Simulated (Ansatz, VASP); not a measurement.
**Cross-check of BN between VASP and Ansatz**

One calculation is typed for both programs; each brings its own data sets. How far apart do they land? The cell is taken from a series of runs on this material, whose earlier steps may have relaxed, scaled, displaced or heated it; both programs get it as it stands.

Calculated with Ansatz 0.2.0; plane waves, with VASP 6.6.1 beside it; single point at r2SCAN.

## (1) Starting point

It takes space group R3m (No. 160, trigonal). The conventional cell has a = 2.514 Å, b = 2.514 Å, c = 6.266 Å, α = 90.00°, β = 90.00°, γ = 120.00°. Nearest to B lie 4 N at 1.54 to 1.57 Å. Nearest to N lie 4 B at 1.54 to 1.57 Å. Farther neighbours and most contacts between anions are not listed.

## (2) Ansatz: single point, r2SCAN, pair 1

Ansatz runs on its PAW soft_1 files.

A single point gives forces, pressure and levels at one fixed geometry, so differences don't come from the geometry; what else differs is listed under the comparison.

input.yaml

```yaml
crystal:
  lattice:
    - [0.020894481, 1.7982614422, 1.7982614422]
    - [1.7982614422, 0.020894481, 1.7982614422]
    - [1.7982614422, 1.7982614422, 0.020894481]
  atoms:
    - { symbol: B, position: [8.64957e-05, 8.64957e-05, 8.64957e-05] }
    - { symbol: "N", position: [0.2499135043, 0.2499135043, 0.2499135043] }
kpoints:
  mp_grid: { grid: [8, 8, 8] }
hamiltonian:
  xc: r2scan
  pseudopotentials: { kind: paw, azcp: { folder: soft_1 } }
scf:
  occupations: { method: gaussian, width: 0.01 }
  n_extra_bands: 8
output:
  eigenvalues: true
  eigenstates:
    kpoints:
      - [0.0, 0.5, 0.5]
      - [2.6604e-05, 0.502289618, 0.502289618]
      - [0.002289618, 0.500026604, 0.502289618]
      - [0.002289618, 0.502289618, 0.500026604]
      - [0.001637816, 0.501637816, 0.503238008]
      - [-0.001600192, 0.501600192, 0.5]
      - [0.001637816, 0.503238008, 0.501637816]
      - [-0.001600192, 0.5, 0.501600192]
      - [0.003238008, 0.501637816, 0.501637816]
      - [0.0, 0.498399808, 0.501600192]
      - [0.002659182, 0.502659182, 0.502659182]
      - [1.536e-05, 0.50001536, 0.502628463]
      - [1.536e-05, 0.502628463, 0.50001536]
      - [0.002628463, 0.50001536, 0.50001536]
      - [-2.6604e-05, 0.497710382, 0.497710382]
      - [-0.002289618, 0.499973396, 0.497710382]
      - [-0.002289618, 0.497710382, 0.499973396]
      - [-0.001637816, 0.498362184, 0.496761992]
      - [0.001600192, 0.498399808, 0.5]
      - [-0.001637816, 0.496761992, 0.498362184]
      - [0.001600192, 0.5, 0.498399808]
      - [-0.003238008, 0.498362184, 0.498362184]
      - [0.0, 0.501600192, 0.498399808]
      - [-0.002659182, 0.497340818, 0.497340818]
      - [-1.536e-05, 0.49998464, 0.497371537]
      - [-1.536e-05, 0.497371537, 0.49998464]
      - [-0.002628463, 0.49998464, 0.49998464]
      - [9.9764e-05, 0.508586066, 0.508586066]
      - [0.008586066, 0.500099764, 0.508586066]
      - [0.008586066, 0.508586066, 0.500099764]
      - [0.006141809, 0.506141809, 0.512142531]
      - [-0.006000722, 0.506000722, 0.5]
      - [0.006141809, 0.512142531, 0.506141809]
      - [-0.006000722, 0.5, 0.506000722]
      - [0.012142531, 0.506141809, 0.506141809]
      - [0.0, 0.493999278, 0.506000722]
      - [0.009971934, 0.509971934, 0.509971934]
      - [5.7599e-05, 0.500057599, 0.509856736]
      - [5.7599e-05, 0.509856736, 0.500057599]
      - [0.009856736, 0.500057599, 0.500057599]
      - [-9.9764e-05, 0.491413934, 0.491413934]
      - [-0.008586066, 0.499900236, 0.491413934]
      - [-0.008586066, 0.491413934, 0.499900236]
      - [-0.006141809, 0.493858191, 0.487857469]
      - [0.006000722, 0.493999278, 0.5]
      - [-0.006141809, 0.487857469, 0.493858191]
      - [0.006000722, 0.5, 0.493999278]
      - [-0.012142531, 0.493858191, 0.493858191]
      - [0.0, 0.506000722, 0.493999278]
      - [-0.009971934, 0.490028066, 0.490028066]
      - [-5.7599e-05, 0.499942401, 0.490143264]
      - [-5.7599e-05, 0.490143264, 0.499942401]
      - [-0.009856736, 0.499942401, 0.499942401]
      - [0.0, 0.0, 0.0]
      - [2.6604e-05, 0.002289618, 0.002289618]
      - [0.002289618, 2.6604e-05, 0.002289618]
      - [0.002289618, 0.002289618, 2.6604e-05]
      - [0.001637816, 0.001637816, 0.003238008]
      - [-0.001600192, 0.001600192, 0.0]
      - [0.001637816, 0.003238008, 0.001637816]
      - [-0.001600192, 0.0, 0.001600192]
      - [0.003238008, 0.001637816, 0.001637816]
      - [0.0, -0.001600192, 0.001600192]
      - [0.002659182, 0.002659182, 0.002659182]
      - [1.536e-05, 1.536e-05, 0.002628463]
      - [1.536e-05, 0.002628463, 1.536e-05]
      - [0.002628463, 1.536e-05, 1.536e-05]
      - [-2.6604e-05, -0.002289618, -0.002289618]
      - [-0.002289618, -2.6604e-05, -0.002289618]
      - [-0.002289618, -0.002289618, -2.6604e-05]
      - [-0.001637816, -0.001637816, -0.003238008]
      - [0.001600192, -0.001600192, 0.0]
      - [-0.001637816, -0.003238008, -0.001637816]
      - [0.001600192, 0.0, -0.001600192]
      - [-0.003238008, -0.001637816, -0.001637816]
      - [0.0, 0.001600192, -0.001600192]
      - [-0.002659182, -0.002659182, -0.002659182]
      - [-1.536e-05, -1.536e-05, -0.002628463]
      - [-1.536e-05, -0.002628463, -1.536e-05]
      - [-0.002628463, -1.536e-05, -1.536e-05]
      - [9.9764e-05, 0.008586066, 0.008586066]
      - [0.008586066, 9.9764e-05, 0.008586066]
      - [0.008586066, 0.008586066, 9.9764e-05]
      - [0.006141809, 0.006141809, 0.012142531]
      - [-0.006000722, 0.006000722, 0.0]
      - [0.006141809, 0.012142531, 0.006141809]
      - [-0.006000722, 0.0, 0.006000722]
      - [0.012142531, 0.006141809, 0.006141809]
      - [0.0, -0.006000722, 0.006000722]
      - [0.009971934, 0.009971934, 0.009971934]
      - [5.7599e-05, 5.7599e-05, 0.009856736]
      - [5.7599e-05, 0.009856736, 5.7599e-05]
      - [0.009856736, 5.7599e-05, 5.7599e-05]
      - [-9.9764e-05, -0.008586066, -0.008586066]
      - [-0.008586066, -9.9764e-05, -0.008586066]
      - [-0.008586066, -0.008586066, -9.9764e-05]
      - [-0.006141809, -0.006141809, -0.012142531]
      - [0.006000722, -0.006000722, 0.0]
      - [-0.006141809, -0.012142531, -0.006141809]
      - [0.006000722, 0.0, -0.006000722]
      - [-0.012142531, -0.006141809, -0.006141809]
      - [0.0, 0.006000722, -0.006000722]
      - [-0.009971934, -0.009971934, -0.009971934]
      - [-5.7599e-05, -5.7599e-05, -0.009856736]
      - [-5.7599e-05, -0.009856736, -5.7599e-05]
      - [-0.009856736, -5.7599e-05, -5.7599e-05]
checkpoint:
  read: start.run
  write: ck
  compress: false
  write_wavefunctions: false
  write_every: 100000
```

Started as:

```bash
> ansatz run input.yaml --threads 4 --pin off --max-ram 9216MiB --backend cpu --events-out ev --progress --plain --runs-dir out
```

Numbers of over 12 decimals in the logs are rounded to 6 here.

What it wrote:

```text
scf.n_extra_bands = 8 over 4 filled bands (N_el = 8.0): the run solves 12 bands
Engine: ansatz 0.2.0, x86_64-unknown-linux-gnu
Pseudopotentials: kind: paw
Pseudopotential: B, paw, valence charge 3, recommended cutoff 500 eV (meta_gga), soft_1/B.paw.azcp
Pseudopotential: N, paw, valence charge 5, recommended cutoff 500 eV (meta_gga), soft_1/N.paw.azcp
Functional definition: r2SCAN
  parameter k0 = 0.174
  parameter k1 = 0.065
  parameter a1 = 4.9479
  exchange = r2scan_x(k0 = k0, k1 = k1, a1 = a1)
  correlation = r2scan_c
Crystal: 2 atoms, lattice volume = 11.428 Å³
Basis set: ecut = 500 eV, 289 PW (Γ), exchange–correlation on 80×80×80 points (64 copies of the dense FFT grid, shifted against one another)
Bands: 12, of which v1, the nominal top of the filled ones, is band 4 counted from 1 (3 counted from 0)
Symmetry: 6 space group operations
Space group: R3m (ITA 160), of the structure as read, at distance tolerance 2.3e-5 Å
k-points: 65 of 512 (time reversal used)
Non-local potential: B, projectors of the file, l = 0: 2, l = 1: 2, l = 2: 1
Non-local potential: N, projectors of the file, l = 0: 2, l = 1: 2, l = 2: 1
PAW form: soft (Blöchl's): semilocal exchange-correlation on the pseudo side does not see the compensation charge
PAW frozen core: B, regenerated for the run's functional (the file was generated under x = pbe(κ = 0.804, μ = 0.219515), c = pbe(β = 0.066725))
PAW frozen core: N, regenerated for the run's functional (the file was generated under x = pbe(κ = 0.804, μ = 0.219515), c = pbe(β = 0.066725))
PAW one-centre angular grid: B, 302 points (default); XC on 223 of its mesh's 2233 points in the sphere
PAW one-centre angular grid: N, 302 points (default); XC on 160 Gauss nodes
Initial density: read from a saved state, or passed on in memory by an earlier SCF of this step, an earlier step, the calling program or the single point that the run made first
Initial wavefunctions: pseudopotential atomic-orbital guess
Functional: x = r2scan, c = r2scan; τ floored in thin density (d = 2e-4 eV/Å³)
iter 1 solved again at ethr=3.42e-9 eV; its pass at ethr=3.10e-3 eV (dr2=2.74e-7 eV) is discarded
SCF iter   1: F=—  HF=-543.990704 eV  |F-HF|=—  |Δ(HF+E_count)|=         —  Δρ=2.32e-6  dr2=1.81e-10  dr2_τ=9.92e-12  ethr=3.42e-9  ⟨swp⟩=3.0  Hψ=7032  notcnv=0
preconditioner: auto → none  [insulator: Δε(μ)=4.987 eV  Ē_g=29.263 eV  σ=0.010 eV  W_gap=1.00  n_scr=0 (ndim 8)  ℏωp=31.1 eV  f_vac=0.000  D(μ)=0.00/eV (n_scr^D=0)  ε∞_Penn≈2.1]
SCF iter   2: F=-543.990704 eV  HF=-543.990704 eV  |F-HF|=3.66e-11  |Δ(HF+E_count)|=  9.09e-13  Δρ=1.21e-6  dr2=5.04e-11  dr2_τ=2.62e-12  ethr=2.26e-12  ⟨swp⟩=2.3  Hψ=1515  notcnv=0
SCF 1 converged in 2 iterations: F = -543.990704 eV  dr2 = 5.04e-11
  greatest PAW one-centre occupation: 0.803 electrons in one spin orbital (limit 2), on the N atom at site 1 (counted from 0), in its partial waves of l = 0
NSCF: frozen V_eff on 106 k-points
SCF converged after 2 iterations
Free energy (F): -543.990704 eV
Harris-Foulkes:  -543.990704 eV  (|F-HF|=3.66e-11)
Internal energy: -543.990704 eV  (E = F + TS)
E sigma→0 (E₀):  -543.990704 eV
Fermi energy:    14.062063 eV
--- Per-component energies (eV) ---
  E_band       = 24.761486
  E_kinetic    = 185.931914
  E_local      = -155.593359  (includes V_loc(G=0)·N_el)
  E_nonlocal   = 41.772237
  E_hartree    = 48.727841
  E_xc         = -92.425501
  E_vxc        = -127.258029  (∫ρ·V_xc dr)
  E_paw        = -210.035522  (= ΣΔE_a)
  E_vpaw       = -24.476420  (= ΣTr[D̂ρ^β])
  E_aug_tail   = 0.000024  (compensation charges beyond the density's cutoff)
  E_vtau       = 6.929437  (kinetic-family band-sum trace: ∫τ·v_τ [+ j·A + Jᵃ·Aᵃ] dr)
  E_ewald      = -362.320332
  E_core_change = -0.048007  (= ΣΔE_core)
  E_smearing   = -0.000000  (= −TS)
  E_closure    = 0.000000  (closes the sum)
  Σ components = -543.990704   (vs F -543.990704, Δ=0.00e0)
--- Band table (eV; the first three rows and the last of 65) ---
  k-point 0: bands = [-10.1442, 11.4658, 11.5686, 11.5686, 20.8541, 21.4166, 21.4166, 23.2073, ... 4 higher]
  k-point 1: bands = [-9.7379, 9.5776, 11.0707, 11.1460, 21.3742, 21.8911, 22.0419, 24.4794, ... 4 higher]
  k-point 2: bands = [-8.5591, 5.7346, 10.2738, 10.3130, 22.0324, 22.7552, 23.0479, 26.6307, ... 4 higher]
  k-point 64: bands = [-5.8486, 0.1012, 9.6020, 9.6020, 23.0954, 23.3653, 23.3653, 28.2764, ... 4 higher]
```

## (3) VASP: single point, r2SCAN, pair 1

The same cell, functional, mesh and smearing now go to VASP, with its own data sets.

Lines of VASP's logs that name or quote its potential files are left out, and so is its time.

INCAR

```
SYSTEM = BN
PREC = Accurate
ENCUT = 580
EDIFF = 1E-06
NELM = 120
ISMEAR = 0
SIGMA = 0.01
LREAL = .FALSE.
ALGO = Normal
METAGGA = R2SCAN
LASPH = .TRUE.
NBANDS = 10
LORBIT = 11
LWAVE = .FALSE.
LCHARG = .FALSE.
ISIF = 2
GGA_COMPAT = .FALSE.
EFERMI = MIDGAP
LMIXTAU = .TRUE.
```

POSCAR

```
BN
1.0
    0.0208944810      1.7982614422      1.7982614422
    1.7982614422      0.0208944810      1.7982614422
    1.7982614422      1.7982614422      0.0208944810
B N
1 1
Direct
    0.0000864957      0.0000864957      0.0000864957
    0.2499135043      0.2499135043      0.2499135043
```

KPOINTS

```
Automatic mesh
0
Gamma
8 8 8
0 0 0
```

The projector-augmented-wave data sets are B and N (PBE family, release 64).

Started as:

```bash
> mpirun -np 1 vasp_std
```

What it wrote:

```text
[banner, memory and clock lines left out]
running    1 mpi-ranks, on    1 nodes
 distrk:  each k-point on    1 cores,    1 groups
 distr:  one band on    1 cores,    1 groups

 POSCAR found type information on POSCAR B N
 POSCAR found :  2 types and       2 ions
|                                                                             |
|               ----> ADVICE to this user running VASP <----                  |
|                                                                             |
|     You enforced a specific xc type in the INCAR file but a different       |
|     [... a line on the potential file left out ...]
|     I HOPE YOU KNOW WHAT YOU ARE DOING!                                     |
|                                                                             |

 LDA part: xc-table for (None), standard interpolation
 POSCAR, INCAR and KPOINTS ok, starting setup
 FFT: planning ... GRIDC
 FFT: planning ... GRID_SOFT
 FFT: planning ... GRID
 WAVECAR not read
 entering main loop
       N       E                     dE             d eps       ncg     rms          rms(c)
DAV:   1     0.125166642133E+02    0.12517E+02   -0.57827E+03  1308   0.908E+02
DAV:   2    -0.218045511159E+02   -0.34321E+02   -0.33547E+02  1604   0.206E+02
DAV:   3    -0.224288713355E+02   -0.62432E+00   -0.62304E+00  1530   0.243E+01
DAV:   4    -0.224298085042E+02   -0.93717E-03   -0.93714E-03  1464   0.978E-01
DAV:   5    -0.224298093763E+02   -0.87208E-06   -0.87208E-06  1492   0.315E-02    0.681E+00
DAV:   6    -0.188965611794E+02    0.35332E+01   -0.15911E+00  1350   0.915E+00    0.414E+00
DAV:   7    -0.194983422704E+02   -0.60178E+00   -0.11015E+00  1300   0.777E+00    0.166E+00
DAV:   8    -0.180894823451E+02    0.14089E+01   -0.88816E-01  1300   0.691E+00    0.183E+00
DAV:   9    -0.191469387478E+02   -0.10575E+01   -0.19497E-01  1376   0.396E+00    0.440E-01
DAV:  10    -0.191522999519E+02   -0.53612E-02   -0.50651E-02  1344   0.172E+00    0.156E-01
DAV:  11    -0.191476815111E+02    0.46184E-02   -0.50149E-03  1322   0.893E-01    0.685E-02
DAV:  12    -0.191512236562E+02   -0.35421E-02   -0.16927E-03  1342   0.438E-01    0.255E-02
DAV:  13    -0.191511047667E+02    0.11889E-03   -0.42856E-05  1512   0.643E-02    0.129E-02
DAV:  14    -0.191511312653E+02   -0.26499E-04   -0.55829E-06  1372   0.263E-02    0.999E-03
DAV:  15    -0.191511410749E+02   -0.98096E-05   -0.34650E-06  1368   0.198E-02    0.189E-03
DAV:  16    -0.191511416381E+02   -0.56323E-06   -0.43308E-07   810   0.658E-03
   1 F= -.19151142E+02 E0= -.19151142E+02  d E =0.000000E+00
```

Parts of OUTCAR (step 3):

```text
ion  position               nearest neighbor table
   1  0.000  0.000  0.000-   2 1.54   2 1.54   2 1.54   2 1.57
   2  0.250  0.250  0.250-   1 1.54   1 1.54   1 1.54   1 1.57

  LATTYP: Found a trigonal (rhomboedric) cell.
 ALAT       =     2.5432115540
 COS(alpha) =     0.5115847338

 Subroutine GETGRP returns: Found  6 space group operations
 (whereof  6 operations were pure point group operations)

The static configuration has the point symmetry C_3v.

 Found     65 irreducible k-points:

   k-points           NKPTS =     65   k-points in BZ     NKDIM =     65   number of bands    NBANDS=     10

   dimension x,y,z NGX =    20 NGY =   20 NGZ =   20
   dimension x,y,z NGXF=    40 NGYF=   40 NGZF=   40

   ENCUT  =  580.0 eV  42.63 Ry    6.53 a.u.   4.99  4.99  4.99*2*pi/ulx,y,z

   NELECT =       8.0000    total number of electrons

 k-points in reciprocal lattice and weights: Automatic mesh
   0.00000000  0.00000000  0.00000000       0.002
   0.12500000  0.00000000  0.00000000       0.012
   0.25000000  0.00000000  0.00000000       0.012
   0.37500000  0.00000000  0.00000000       0.012
   0.50000000  0.00000000  0.00000000       0.006
   0.12500000  0.12500000  0.00000000       0.012
   0.25000000  0.12500000  0.00000000       0.023
   0.37500000  0.12500000  0.00000000       0.023
   0.50000000  0.12500000  0.00000000       0.023
[...]
-0.37500000  0.50000000  0.37500000       0.012
   0.50000000  0.50000000  0.50000000       0.002

 average (electrostatic) potential at core
       1 -25.5171       2 -62.8902

 E-fermi :  10.1737

 k-point     1 :       0.0000    0.0000    0.0000
  band No.  band energies     occupation
      1     -14.0267      2.00000
      2       7.5843      2.00000
      3       7.6869      2.00000
      4       7.6869      2.00000
      5      16.9459      0.00000
      6      17.5020      0.00000
      7      17.5020      0.00000
      8      19.3741      0.00000
      9      34.4409      0.00000
    ...

 k-point     2 :       0.1250    0.0000    0.0000
  band No.  band energies     occupation
      1     -13.6205      2.00000
      2       5.6951      2.00000
      3       7.1881      2.00000
      4       7.2634      2.00000
      5      17.4761      0.00000
      6      17.9881      0.00000
      7      18.1286      0.00000
      8      20.6238      0.00000
      9      33.4320      0.00000
    ...

 k-point     3 :       0.2500    0.0000    0.0000
  band No.  band energies     occupation
      1     -12.4415      2.00000
      2       1.8499      2.00000
      3       6.3906      2.00000
      4       6.4293      2.00000
      5      18.1571      0.00000
      6      18.8483      0.00000
      7      19.1347      0.00000
      8      22.7515      0.00000
      9      32.2601      0.00000
    ...

  Total        0.9446388      0.9446388      0.9446388     -0.4165998     -0.4165998     -0.4165998
  in kB      132.4413339    132.4413339    132.4413339    -58.4086082    -58.4086082    -58.4086082
  external PRESSURE =     132.4413339 kB  Pullay stress =       0.0000000 kB

  energy-cutoff  :      580.00
  volume of cell :       11.43
      direct lattice vectors                 reciprocal lattice vectors
     0.020894481  1.798261442  1.798261442    -0.282939905  0.279690110  0.279690110
     1.798261442  0.020894481  1.798261442     0.279690110 -0.282939905  0.279690110
     1.798261442  1.798261442  0.020894481     0.279690110  0.279690110 -0.282939905

 POSITION                                       TOTAL-FORCE (eV/Angst)
 -----------------------------------------------------------------------------------
      0.00031      0.00031      0.00031         0.003895      0.003895      0.003895
      0.90404      0.90404      0.90404        -0.003895     -0.003895     -0.003895
 -----------------------------------------------------------------------------------
    total drift:                                0.000037      0.000037      0.000037

  FREE ENERGIE OF THE ION-ELECTRON SYSTEM (eV)
  ---------------------------------------------------
  free  energy   TOTEN  =       -19.1511416381 eV

  energy  without entropy=      -19.1511416381  energy(sigma->0) =      -19.15114164

 total charge
# of ion       s       p       d       tot
------------------------------------------
    1        0.693   1.384   0.000   2.077
    2        1.230   2.822   0.000   4.052
--------------------------------------------------
tot          1.923   4.207   0.000   6.129

[... 3 further parts left out ...]
```

The run ends at a pressure of 13.24 GPa, with forces up to 0.0067 eV/Å.

## (4) Differences

Known differences besides the potentials themselves: VASP keeps PBE cores, Ansatz makes them for the functional; the cutoff is 500 eV in Ansatz and 580 eV in VASP. Total energies have different zeros and are not compared.

The two programs side by side:

| quantity | Ansatz | VASP | difference |
| --- | --- | --- | --- |
| gap on the k mesh (eV) | 4.987 | 4.974 | +0.013 |

A gap on the mesh is an upper bound, since the band edges may lie between its points.

(Part 1 of 2 ends here.)

[Lines on the potential files, build, host, timing and source positions are cut from VASP's logs without a mark.]

[Logs are printed without paths, hosts, clocks, repeated set-up lines and the standing remarks that a program may print on its own settings, such as how far it seeks lower states.]

[Hosts, paths, dates, database ids (printed as entryN), source tags and the programs' standing remarks are cut or masked in the printed files.]
